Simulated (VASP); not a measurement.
VASP input:

**INCAR**
```
SYSTEM = As
PREC = Accurate
ENCUT = 400
EDIFF = 1E-6
NELM = 60
ALGO = VeryFast
LREAL = .FALSE.
LASPH = .TRUE.
ISMEAR = 1
SIGMA = 0.1
GGA = PE
LMAXMIX = 4
LWAVE = .FALSE.
LCHARG = .FALSE.
ISIF = 2
NELMDL = -1
```

File KPOINTS:
```
Automatic mesh
0
Gamma
9 9 9
0 0 0
```

### POSCAR
```
As
1
    3.6803640000    -1.8800000000     0.0000000000
    3.6803640000     1.8800000000     0.0000000000
    2.7200240000     0.0000000000     3.1114220000
As
2
Direct
  0.2270000000   0.2270000000   0.2270000000
  0.7730000000   0.7730000000   0.7730000000
```

POTCAR, in this order: As (PBE.64 set). Program: vasp_std.

What VASP printed:

**standard output**
```
...
RMM:  22     0.216775740855E+03   -0.10326E+00   -0.10514E+00  3030   0.170E+01    0.318E+00
RMM:  23     0.216702744322E+03   -0.72997E-01   -0.73939E-01  3025   0.164E+01    0.334E+00
RMM:  24     0.216650437120E+03   -0.52307E-01   -0.59032E-01  3002   0.159E+01    0.309E+00
RMM:  25     0.216622554819E+03   -0.27882E-01   -0.41712E-01  3002   0.155E+01    0.271E+00
RMM:  26     0.216588359613E+03   -0.34195E-01   -0.39506E-01  3012   0.150E+01    0.265E+00
RMM:  27     0.216561894940E+03   -0.26465E-01   -0.30506E-01  3027   0.146E+01    0.257E+00
RMM:  28     0.216525409733E+03   -0.36485E-01   -0.34324E-01  3014   0.142E+01    0.281E+00
RMM:  29     0.216495302800E+03   -0.30107E-01   -0.30777E-01  3024   0.138E+01    0.286E+00
RMM:  30     0.216460612586E+03   -0.34690E-01   -0.35418E-01  3029   0.135E+01    0.276E+00
RMM:  31     0.216432324540E+03   -0.28288E-01   -0.32010E-01  2999   0.132E+01    0.273E+00
RMM:  32     0.216399188095E+03   -0.33136E-01   -0.33977E-01  3026   0.129E+01    0.263E+00
RMM:  33     0.216372731770E+03   -0.26456E-01   -0.27388E-01  3019   0.126E+01    0.272E+00
RMM:  34     0.216348065442E+03   -0.24666E-01   -0.26357E-01  3016   0.123E+01    0.268E+00
RMM:  35     0.216330706760E+03   -0.17359E-01   -0.18873E-01  3019   0.120E+01    0.281E+00
RMM:  36     0.216314263502E+03   -0.16443E-01   -0.18177E-01  3006   0.118E+01    0.284E+00
RMM:  37     0.216306004781E+03   -0.82587E-02   -0.12865E-01  2992   0.116E+01    0.294E+00
RMM:  38     0.216295539224E+03   -0.10466E-01   -0.14343E-01  3003   0.113E+01    0.300E+00
RMM:  39     0.216293205239E+03   -0.23340E-02   -0.97579E-02  3004   0.111E+01    0.287E+00
RMM:  40     0.216283073282E+03   -0.10132E-01   -0.14723E-01  3018   0.109E+01    0.266E+00
RMM:  41     0.216276700348E+03   -0.63729E-02   -0.90803E-02  3027   0.107E+01    0.264E+00
RMM:  42     0.216261842982E+03   -0.14857E-01   -0.14999E-01  3041   0.105E+01    0.268E+00
RMM:  43     0.216257526905E+03   -0.43161E-02   -0.86124E-02  3010   0.104E+01    0.262E+00
RMM:  44     0.216246813075E+03   -0.10714E-01   -0.14830E-01  3019   0.102E+01    0.251E+00
RMM:  45     0.216244270468E+03   -0.25426E-02   -0.69940E-02  3023   0.100E+01    0.254E+00
RMM:  46     0.216232180201E+03   -0.12090E-01   -0.13073E-01  3027   0.986E+00    0.254E+00
RMM:  47     0.216227755233E+03   -0.44250E-02   -0.48461E-02  3014   0.969E+00    0.269E+00
RMM:  48     0.216217701400E+03   -0.10054E-01   -0.98064E-02  3008   0.955E+00    0.271E+00
RMM:  49     0.216214449824E+03   -0.32516E-02   -0.39664E-02  2989   0.939E+00    0.280E+00
RMM:  50     0.216206965079E+03   -0.74847E-02   -0.76630E-02  2971   0.926E+00    0.278E+00
WARNING in EDDRMM: call to ZHEGV failed, returncode =   6  3      1
RMM:  51     0.216205603135E+03   -0.13619E-02   -0.21599E-02  2951   0.912E+00    0.285E+00
RMM:  52     0.216206823598E+03    0.12205E-02   -0.11801E-01  2954   0.906E+00    0.232E+00
RMM:  53     0.216206720587E+03   -0.10301E-03    0.23705E-02  3013   0.889E+00    0.235E+00
RMM:  54     0.216196513040E+03   -0.10208E-01   -0.51897E-02  2970   0.876E+00    0.234E+00
RMM:  55     0.216193616220E+03   -0.28968E-02   -0.16410E-02  3009   0.864E+00    0.235E+00
RMM:  56     0.216189631855E+03   -0.39844E-02   -0.29922E-02  3011   0.852E+00    0.227E+00
RMM:  57     0.216197402773E+03    0.77709E-02   -0.14043E-02  2962   0.844E+00    0.246E+00
RMM:  58     0.216196474153E+03   -0.92862E-03   -0.29035E-02  3026   0.832E+00    0.262E+00
RMM:  59     0.216195529853E+03   -0.94430E-03   -0.10185E-02  3034   0.821E+00    0.266E+00
RMM:  60     0.216193846006E+03   -0.16838E-02   -0.20502E-02  3010   0.811E+00

 -----------------------------------------------------------------------------
|                                                                             |
|           W    W    AA    RRRRR   N    N  II  N    N   GGGG   !!!           |
|           W    W   A  A   R    R  NN   N  II  NN   N  G    G  !!!           |
|           W    W  A    A  R    R  N N  N  II  N N  N  G       !!!           |
|           W WW W  AAAAAA  RRRRR   N  N N  II  N  N N  G  GGG   !            |
|           WW  WW  A    A  R   R   N   NN  II  N   NN  G    G                |
|           W    W  A    A  R    R  N    N  II  N    N   GGGG   !!!           |
|                                                                             |
|     The electronic self-consistency was not achieved in the given           |
|     number of steps (NELM). The forces and other quantities evaluated       |
|     might not be reliable so examine the results carefully. If you find     |
|     spurious results, we suggest increasing NELM, if you were close to      |
|     convergence or switching to a different ALGO or adjusting the           |
|     density mixing parameters otherwise.                                    |
|                                                                             |
 -----------------------------------------------------------------------------

   1 F= 0.21619385E+03 E0= 0.21619405E+03  d E =-.624623E-03
```

**OUTCAR**
```
------------------------ aborting loop EDIFF was not reached (unconverged)  ----------------------------
  FORCE on cell =-STRESS in cart. coord.  units (eV):
  Direction    XX          YY          ZZ          XY          YZ          ZX
  --------------------------------------------------------------------------------------
  Total      107.0168916    109.1700834    108.9649532      0.0000000      0.0000000     -0.6645895
  in kB     3982.2211789   4062.3439123   4054.7107841      0.0000000      0.0000000    -24.7301359
  external PRESSURE =    4033.0919585 kB  Pullay stress =       0.0000000 kB
  volume of cell :       43.06
      direct lattice vectors                 reciprocal lattice vectors
     3.680364000 -1.880000000  0.000000000     0.135856127 -0.265957447 -0.118766251
     3.680364000  1.880000000  0.000000000     0.135856127  0.265957447 -0.118766251
     2.720024000  0.000000000  3.111422000     0.000000000  0.000000000  0.321396455
 POSITION                                       TOTAL-FORCE (eV/Angst)
 -----------------------------------------------------------------------------------
      2.28833      0.00000      0.70629        10.899881      0.000000      3.364246
      7.79242      0.00000      2.40513       -10.899881      0.000000     -3.364246
 -----------------------------------------------------------------------------------
    total drift:                               -0.000000      0.000000     -0.000000
  FREE ENERGIE OF THE ION-ELECTRON SYSTEM (eV)
  ---------------------------------------------------
  free  energy   TOTEN  =       216.1938460056 eV

  energy  without entropy=      216.1944706281  energy(sigma->0) =      216.19405421
```
(Selected blocks of OUTCAR.)

### Question
From input and log, find the fault in this run and mend it.

### Answer
The cause: ALGO = VeryFast starts from random orbitals with almost no delay (NELMDL = -1). The run did not converge; its last values are not results. Against the sound run, the energy per atom (σ→0) increases by 112.762 eV/atom; the pressure goes up by 399.79 GPa; the largest force increases by 11.116 eV/Å. To mend it, set ALGO = Normal, remove NELMDL.

The mended run (PBE GGA, plane waves, VASP's PBE PAW potentials (set 64)) converges, and its OSZICAR ends with
```
   1 F= -.93296092E+01 E0= -.93295466E+01  d E =-.187792E-03
```

The compound is As in the a7 structure. The cell was not relaxed at this level.
